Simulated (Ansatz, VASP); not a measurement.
Two plane-wave programs on As2Se

```
CELL_PARAMETERS angstrom
-3.48000 3.56986 2.71382
3.46506 -3.54846 2.66546
3.54671 3.61517 -2.68534
ATOMIC_POSITIONS crystal
As 0.83558 0.11698 0.73619
As 0.38121 0.13238 0.25425
As 0.87232 0.64093 0.75347
As 0.88099 0.12860 0.24677
Se 0.49343 0.47862 0.97482
Se 0.22236 0.71658 0.50909
```

Change from the starting cell: kmesh displaced: [6, 6, 4] Gamma-centred.

Alike in both runs: task single point; functional PBEsol; k mesh 6 × 6 × 4; occupations gaussian, width 0.1 eV; no spin polarisation.

|  | VASP | Ansatz |
| --- | --- | --- |
| version | VASP 6.6.1 | Ansatz 0.2.0 |
| potentials or method | VASP PAW PBE potentials, release 64 (As, Se) | scalar-relativistic, plane waves, PAW |
| plane-wave cutoff (eV) | 520 | 420 |
| valence electrons in the cell | 32 | 92 |

Ansatz gave:

| Item | Value |
| --- | --- |
| gap on the k mesh at the Fermi level (eV) | none |
| pressure (GPa) | -4.4 |
| largest component of the traceless stress (GPa) | 2.44 |
| rms of the force components (eV/Å) | 0.338 |

Which values does VASP return?

gap on the k mesh at the Fermi level (eV): none; pressure (GPa): -4.3; largest component of the traceless stress (GPa): 2.44; rms of the force components (eV/Å): 0.343.

Atom by atom the forces differ by 0.007 eV/Å (rms over components). A gap of «none» marks a metal or a gap that the smearing closes. The two sets of potentials don't hold the same shells in valence.

Caveats: the PAW data sets were made with another functional, which shifts forces and pressure a little (VASP).
